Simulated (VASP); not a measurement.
Output of a VASP run:

File OSZICAR:
```
       N       E                     dE             d eps       ncg     rms          rms(c)
DAV:   1    -0.552346496526E+03   -0.55235E+03   -0.20066E-05   664   0.886E-03    0.699E-03
RMM:   2    -0.552346495698E+03    0.82841E-06   -0.66487E-06   573   0.469E-03    0.537E-03
RMM:   3    -0.552346495032E+03    0.66647E-06   -0.97222E-07   439   0.231E-03    0.782E-04
RMM:   4    -0.552346495048E+03   -0.15980E-07   -0.18799E-07   407   0.102E-03
   1 F= -.55234650E+03 E0= -.55234649E+03  d E =-.148538E-05  mag=     2.0000
```

File OUTCAR:
```
------------------------ aborting loop because EDIFF is reached ----------------------------------------
  FORCE on cell =-STRESS in cart. coord.  units (eV):
  Direction    XX          YY          ZZ          XY          YZ          ZX
  --------------------------------------------------------------------------------------
  Total       12.1480322      9.9278543     12.1868014      3.9098808     -3.9293210      4.9491011
  in kB       53.3244353     43.5788460     53.4946150     17.1626303    -17.2479643     21.7243432
  external PRESSURE =      50.1326321 kB  Pullay stress =       0.0000000 kB
  volume of cell :      365.00
      direct lattice vectors                 reciprocal lattice vectors
     7.146555159  0.000000000  0.000000000     0.139927556  0.000000000  0.000000000
     0.000000000  7.146555159  0.000000000     0.000000000  0.139927556  0.000000000
     0.000000000  0.000000000  7.146555159     0.000000000  0.000000000  0.139927556
 POSITION                                       TOTAL-FORCE (eV/Angst)
 -----------------------------------------------------------------------------------
      3.56719      7.13943      7.14101         0.010680      0.002656      0.003640
      4.44478      0.91413      0.90775        -0.011393      0.001974      0.009141
      5.34552      1.80123      0.01177         0.003830     -0.002859     -0.002506
      6.24483      2.69940      0.90031         0.001997      0.000208      0.003443
      5.34305      0.01403      1.80225         0.008064     -0.002282     -0.008062
      6.23745      0.91414      2.70074        -0.005483     -0.000418      0.006946
      7.13849      0.00744      0.00701        -0.000185      0.000499     -0.003521
      0.87727      0.90640      0.90116         0.000742      0.002570      0.004098
      1.76652      1.78601      7.13900        -0.001647     -0.001962     -0.003334
      2.66074      2.68305      0.88635         0.000035      0.000597      0.002923
      3.56886      3.57744      7.14653         0.005050     -0.002858     -0.005848
      4.46358      4.48209      0.88556        -0.001908     -0.003937     -0.001597
      5.35853      5.37996      7.14231         0.002526      0.003536      0.003207
      6.24156      6.27414      0.90367        -0.004161     -0.003266      0.004770
      1.76395      7.14146      1.78275         0.005081     -0.001769     -0.006974
      2.67085      0.89778      2.67338        -0.008179      0.001808      0.001433
      3.47329      1.70771      1.69898         0.011044     -0.003699     -0.004477
      5.45146      3.67681      1.69358         0.004644     -0.006425      0.000766
      6.25969      4.48183      2.68155         0.001718      0.001203      0.002157
      3.57208      0.00098      3.57330         0.005482     -0.003891     -0.004727
      4.47196      0.89765      4.47477         0.000012      0.000938     -0.002303
      5.44640      1.70743      3.67222        -0.003101      0.005029     -0.009232
      6.25886      2.68296      4.48449         0.000950     -0.001888     -0.000073
      5.36288      7.14129      5.38122         0.002793     -0.000037      0.003235
      6.24444      0.90615      6.26794        -0.005629      0.008869      0.000334
      0.00383      3.57438      7.14153         0.000669     -0.006017     -0.004228
      0.87673      4.47990      0.88198        -0.005358     -0.006285      0.005354
      1.78537      5.35928      7.13926         0.000621      0.001071      0.010046
      2.66675      6.27061      0.87975        -0.001759      0.003874      0.004015
      7.13341      1.80140      1.80002         0.002690     -0.006488     -0.005910
      0.88367      2.68869      2.68509        -0.001812     -0.004870      0.001567
      1.77010      3.58264      1.77669         0.010613      0.000394     -0.000566
      2.58323      4.55785      2.58882        -0.004050     -0.001765      0.010851
      3.55732      5.36792      1.78640         0.009513     -0.003169     -0.000555
      4.45735      6.26469      2.68793        -0.002911      0.001537      0.005843
      0.00442      7.13928      3.57825        -0.002427      0.005127     -0.009067
      0.88035      0.88541      4.47427        -0.004264      0.001687      0.002950
      1.76955      1.78383      3.57967         0.010514     -0.000877     -0.007787
      2.57811      2.58845      4.56772        -0.006179      0.013438     -0.003608
      4.55651      4.55762      4.56193        -0.012721      0.003394      0.001425
      5.35900      5.36783      3.58789        -0.000921     -0.005355     -0.009442
      6.26576      6.27056      4.47860        -0.006974     -0.002098     -0.001014
      1.78813      7.13769      5.35741        -0.001817      0.009566     -0.003588
      2.67110      0.88548      6.26526        -0.004403     -0.002686      0.001388
      3.56581      1.78353      5.37607         0.008414      0.004198     -0.007885
      4.46031      2.68854      6.26172        -0.002071     -0.002418     -0.001050
      5.36851      3.58245      5.37501         0.003984     -0.002069     -0.003630
      6.26313      4.47957      6.26848        -0.002163     -0.000449      0.005647
      0.00286      5.38019      1.78666        -0.000650     -0.004740     -0.000349
      0.87877      6.27233      2.68318        -0.000213      0.005512     -0.000323
      7.14538      3.57730      3.57638         0.004273     -0.000046     -0.001910
      0.89620      4.46430      4.46128        -0.006521      0.002077      0.007036
      1.79222      5.35110      3.56014         0.004774      0.000220      0.001616
      2.68653      6.25125      4.45878        -0.009669      0.005819      0.009775
      0.00652      1.78595      5.37875         0.000042     -0.002600      0.001358
      0.87943      2.69157      6.26592        -0.005916     -0.004408      0.006511
...
```
(Selected blocks of OUTCAR.)

POSCAR:
```
MgC62
1
    7.1465551589     0.0000000000     0.0000000000
    0.0000000000     7.1465551589     0.0000000000
    0.0000000000     0.0000000000     7.1465551589
C Mg
62 1
Direct
  0.4991476683   0.9990028864   0.9992247029
  0.6219478839   0.1279114389   0.1270197804
  0.7479857986   0.2520421783   0.0016475670
  0.8738232177   0.3777210889   0.1259784635
  0.7476392836   0.0019625800   0.2521841018
  0.8727909287   0.1279129798   0.3779080137
  0.9988719545   0.0010416998   0.0009809641
  0.1227543229   0.1268299446   0.1260973792
  0.2471854047   0.2499117827   0.9989434600
  0.3723104522   0.3754327993   0.1240247218
  0.4993824200   0.5005818060   0.9999961514
  0.6245771499   0.6271678756   0.1239136362
  0.7498062687   0.7528046541   0.9994062517
  0.8733663263   0.8779256324   0.1264478541
  0.2468250523   0.9992863688   0.2494553178
  0.3737261871   0.1256244086   0.3740792364
  0.4860089379   0.2389558507   0.2377344524
  0.7628097021   0.5144875883   0.2369779884
  0.8759034554   0.6271311333   0.3752225530
  0.4998326392   0.0001365981   0.5000029145
  0.6257501829   0.1256057295   0.6261440631
  0.7621019895   0.2389162337   0.5138441419
  0.8757868876   0.3754196235   0.6275032840
  0.7504141272   0.9992628832   0.7529811946
  0.8737691391   0.1267952722   0.8770572250
  0.0005362709   0.5001545091   0.9992962519
  0.1226780506   0.6268608841   0.1234130645
  0.2498220508   0.7499110287   0.9989794649
  0.3731511881   0.8774314375   0.1231007841
  0.9981606677   0.2520660294   0.2518718602
  0.1236500966   0.3762216661   0.3757174032
  0.2476862268   0.5013093915   0.2486081952
  0.3614655154   0.6377686669   0.3622467292
  0.4977664373   0.7511204381   0.2499661143
  0.6237062471   0.8766022309   0.3761150918
  0.0006179684   0.9989825163   0.5006952361
  0.1231848293   0.1238932879   0.6260742960
  0.2476088891   0.2496074155   0.5008948518
  0.3607479573   0.3621955167   0.6391503164
  0.6375817153   0.6377361946   0.6383402261
  0.7498720444   0.7511073384   0.5020445498
  0.8767527374   0.8774245111   0.6266795364
  0.2502080247   0.9987592968   0.7496489337
  0.3737599893   0.1239037056   0.8766828148
  0.4989550311   0.2495643620   0.7522605400
  0.6241200072   0.3762004871   0.8761868717
  0.7512023000   0.5012833837   0.7521117561
  0.8763841566   0.6268156357   0.8771329723
  0.0003996984   0.7528373916   0.2500027503
  0.1229638757   0.8776720897   0.3754512180
  0.9998361660   0.5005630943   0.5004337671
  0.1254029216   0.6246785274   0.6242560821
  0.2507808196   0.7487669297   0.4981614511
  0.3759196517   0.8747226738   0.6239058485
  0.0009126309   0.2499034234   0.7526346810
  0.1230560345   0.3766242218   0.8767754261
  0.2497407694   0.4989911672   0.7501229923
  0.3755922461   0.6247026154   0.8744471885
  0.5016747646   0.7487811267   0.7490176442
  0.6243905417   0.8776885977   0.8768381267
  0.0008391213   0.7498843297   0.7500150938
  0.1246900836   0.8756810572   0.8751538145
  0.5617468931   0.4382667841   0.4379916365
```

Problem. Reconstruct the remaining input files.

Solution. Several could match; the one computed here: the input of the run itself, PBE GGA, plane waves, VASP's PBE PAW potentials (set 64).

INCAR:
```
! general
SYSTEM     = MgC62
PREC       = Normal
ENCUT      = 400
LREAL      = Auto
LASPH      = .True.
ISYM       = 0

! electronic loop
EDIFF      = 1E-6
NELM       = 100
NELMIN     = 4
ALGO       = Fast

! smearing
ISMEAR     = 0
SIGMA      = 0.05

! functional
GGA        = PE

! spin
ISPIN      = 2
MAGMOM     = 63*0.0317
NUPDOWN    = 2

! output
LWAVE      = .True.
LCHARG     = .False.
LORBIT     = 11

! other
LHYPERFINE = .True.
```

File KPOINTS:
```
Automatic mesh
0
Gamma
1 1 1
0 0 0
```

POTCAR, in this order: C Mg (PBE.64 set). Program: vasp_gam. Read from the step before: WAVECAR.

At this cut-off the stress carries a Pulay error, which pulls relaxed volumes low.  The supercell is sampled at Γ alone, which is coarse: total energies, pressure and levels can be off, energies of defects by several tenths of an eV.

The cell is a supercell with a defect, built from C (diamond): Mg_C-vac_C.
